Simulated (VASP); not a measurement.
Output of a VASP run:

**OUTCAR**
```
 ion  position               nearest neighbor table
   1  0.000  0.000  0.000-
  LATTYP: Found a face centered cubic cell.
 ALAT       =     3.4816840390
 Subroutine PRICEL returns:
 Original cell was already a primitive cell.
 Subroutine GETGRP returns: Found 48 space group operations
The static configuration has the point symmetry O_h .
The dynamic configuration has the point symmetry O_h .
The overall configuration has the point symmetry O_h .
 Subroutine INISYM returns: Found 48 space group operations
 Subroutine IBZKPT returns following result:
 Found    256 irreducible k-points:

 Following reciprocal coordinates:
            Coordinates               Weight
  0.000000  0.000000  0.000000      1.000000
  0.050000  0.000000  0.000000      8.000000
  0.100000  0.000000  0.000000      8.000000
  0.150000  0.000000  0.000000      8.000000
  0.200000  0.000000  0.000000      8.000000
  0.250000  0.000000  0.000000      8.000000
  0.300000  0.000000  0.000000      8.000000
  0.350000  0.000000  0.000000      8.000000
  0.400000  0.000000  0.000000      8.000000
  0.450000  0.000000  0.000000      8.000000
  0.500000  0.000000  0.000000      4.000000
  0.050000  0.050000  0.000000      6.000000
  0.100000  0.050000  0.000000     24.000000
  0.150000  0.050000  0.000000     24.000000
  0.200000  0.050000  0.000000     24.000000
  0.250000  0.050000  0.000000     24.000000
  0.300000  0.050000  0.000000     24.000000
  0.350000  0.050000  0.000000     24.000000
  0.400000  0.050000  0.000000     24.000000
  0.450000  0.050000  0.000000     24.000000
  0.500000  0.050000  0.000000     24.000000
 -0.450000  0.050000  0.000000     24.000000
 -0.400000  0.050000  0.000000     24.000000
 -0.350000  0.050000  0.000000     24.000000
 -0.300000  0.050000  0.000000     24.000000
 -0.250000  0.050000  0.000000     24.000000
 -0.200000  0.050000  0.000000     24.000000
 -0.150000  0.050000  0.000000     24.000000
 -0.100000  0.050000  0.000000     24.000000
 -0.050000  0.050000  0.000000     12.000000
  0.100000  0.100000  0.000000      6.000000
  0.150000  0.100000  0.000000     24.000000
  0.200000  0.100000  0.000000     24.000000
  0.250000  0.100000  0.000000     24.000000
  0.300000  0.100000  0.000000     24.000000
  0.350000  0.100000  0.000000     24.000000
  0.400000  0.100000  0.000000     24.000000
  0.450000  0.100000  0.000000     24.000000
  0.500000  0.100000  0.000000     24.000000
 -0.450000  0.100000  0.000000     24.000000
   k-points           NKPTS =    256   k-points in BZ     NKDIM =    256   number of bands    NBANDS=      9
   number of dos      NEDOS =    301   number of ions     NIONS =      1
   total plane-waves  NPLWV =   1728
   dimension x,y,z NGX =    12 NGY =   12 NGZ =   12
   dimension x,y,z NGXF=    24 NGYF=   24 NGZF=   24
   ions per type =               1
   PREC   = normal    normal or accurate (medium, high low for compatibility)
   ISTART =      0    job   : 0-new  1-cont  2-samecut
   ICHARG =      2    charge: 1-file 2-atom 10-const
   ISPIN  =      2    spin polarized calculation?
   LNONCOLLINEAR =      F non collinear calculations
   LSORBIT =      F    spin-orbit coupling
   INIWAV =      1    electr: 0-lowe 1-rand  2-diag
   ENCUT  =  400.0 eV  29.40 Ry    5.42 a.u.   4.01  4.01  4.01*2*pi/ulx,y,z
   NELM   =    100;   NELMIN=  4; NELMDL= -5     # of ELM steps
   EDIFF  = 0.1E-04   stopping-criterion for ELM
   LREAL  =      F    real-space projection
   NLSPLINE    = F    spline interpolate recip. space projectors
   LMAXMIX     =    4 max onsite mixed and CHGCAR
   VOSKOWN=      0    Vosko Wilk Nusair interpolation
   EDIFFG = -.3E-01   stopping-criterion for IOM
   NSW    =     20    number of steps for IOM
   NBLOCK =      1;   KBLOCK =     20    inner block; outer block
   IBRION =      2    ionic relax: 0-MD 1-quasi-New 2-CG
...
```

### OSZICAR
```
       N       E                     dE             d eps       ncg     rms          rms(c)
DAV:   1     0.118820150585E+02    0.11882E+02   -0.42614E+03  9456   0.122E+03
DAV:   2    -0.139042949918E+02   -0.25786E+02   -0.24688E+02  9346   0.157E+02
DAV:   3    -0.142759963319E+02   -0.37170E+00   -0.37098E+00 10674   0.249E+01
DAV:   4    -0.142795685278E+02   -0.35722E-02   -0.35718E-02 10538   0.212E+00
DAV:   5    -0.142796653098E+02   -0.96782E-04   -0.96780E-04 10833   0.294E-01    0.109E+01
DAV:   6    -0.125128200863E+02    0.17668E+01   -0.28589E+01  9760   0.902E+01    0.872E+00
DAV:   7    -0.119555445827E+02    0.55728E+00   -0.76574E+00  9810   0.386E+01    0.239E+00
DAV:   8    -0.119470415213E+02    0.85031E-02   -0.37056E-02  9349   0.241E+00    0.166E+00
DAV:   9    -0.119395041098E+02    0.75374E-02   -0.54886E-02 10077   0.350E+00    0.530E-01
DAV:  10    -0.119407074923E+02   -0.12034E-02   -0.43721E-02 10934   0.283E+00    0.341E-01
DAV:  11    -0.119403813744E+02    0.32612E-03   -0.63490E-03 10058   0.119E+00    0.804E-02
DAV:  12    -0.119404077917E+02   -0.26417E-04   -0.49892E-04 11020   0.293E-01    0.268E-02
DAV:  13    -0.119404096296E+02   -0.18379E-05   -0.96475E-05  9037   0.131E-01
   1 F= -.11940410E+02 E0= -.11940306E+02  d E =-.119404E+02  mag=     0.7371
```

OUTCAR:
```
------------------------ aborting loop because EDIFF is reached ----------------------------------------
  FORCE on cell =-STRESS in cart. coord.  units (eV):
  Direction    XX          YY          ZZ          XY          YZ          ZX
  --------------------------------------------------------------------------------------
  Total       -0.0613748     -0.0613748     -0.0613748     -0.0000000     -0.0000000     -0.0000000
  in kB       -9.3194997     -9.3194997     -9.3194997     -0.0000000     -0.0000000     -0.0000000
  external PRESSURE =      -9.3194997 kB  Pullay stress =       0.0000000 kB
  volume of cell :       10.55
      direct lattice vectors                 reciprocal lattice vectors
     0.000000000  1.740842020  1.740842020    -0.287217332  0.287217332  0.287217332
     1.740842020  0.000000000  1.740842020     0.287217332 -0.287217332  0.287217332
     1.740842020  1.740842020  0.000000000     0.287217332  0.287217332 -0.287217332
 POSITION                                       TOTAL-FORCE (eV/Angst)
 -----------------------------------------------------------------------------------
      0.00000      0.00000      0.00000         0.000000     -0.000000     -0.000000
 -----------------------------------------------------------------------------------
    total drift:                                0.000000      0.000000     -0.000000
  FREE ENERGIE OF THE ION-ELECTRON SYSTEM (eV)
  ---------------------------------------------------
  free  energy   TOTEN  =       -11.9404096296 eV

  energy  without entropy=      -11.9400997804  energy(sigma->0) =      -11.94030635

 total charge

# of ion       s       p       d       tot
------------------------------------------
    1        0.529   0.548   8.321   9.398

 magnetization (x)

# of ion       s       p       d       tot
------------------------------------------
    1       -0.010  -0.043   0.809   0.756

 reached required accuracy - stopping structural energy minimisation
```
(Selected blocks of OUTCAR.)

### POSCAR
```
Ni
1
    0.0000000000     1.7408420195     1.7408420195
    1.7408420195     0.0000000000     1.7408420195
    1.7408420195     1.7408420195     0.0000000000
Ni
1
Direct
  0.0000000000   0.0000000000   0.0000000000
```

Problem. Write an INCAR and KPOINTS that could have produced this output.

Solution. Several could match; the one computed here: the input of the run itself, r2SCAN meta-GGA, plane waves, VASP's PBE PAW potentials (set 64).

INCAR:
```
ALGO = Normal
EDIFF = 1E-5
EDIFFG = -0.03
ENCUT = 400
IBRION = 2
ISIF = 2
ISMEAR = 1
ISPIN = 2
LASPH = .True.
LCHARG = .False.
LMAXMIX = 4
LMIXTAU = .True.
LORBIT = 10
LREAL = .False.
LWAVE = .False.
MAGMOM = 0.8
METAGGA = R2SCAN
NELM = 100
NELMIN = 4
NSW = 20
PREC = Normal
SIGMA = 0.1
SYSTEM = Ni
```

File KPOINTS:
```
Automatic mesh
0
Gamma
20 20 20
0 0 0
```

POTCAR, in this order: Ni (PBE.64 set). Program: vasp_std.

The compound is Ni in the fcc structure. It was relaxed first.
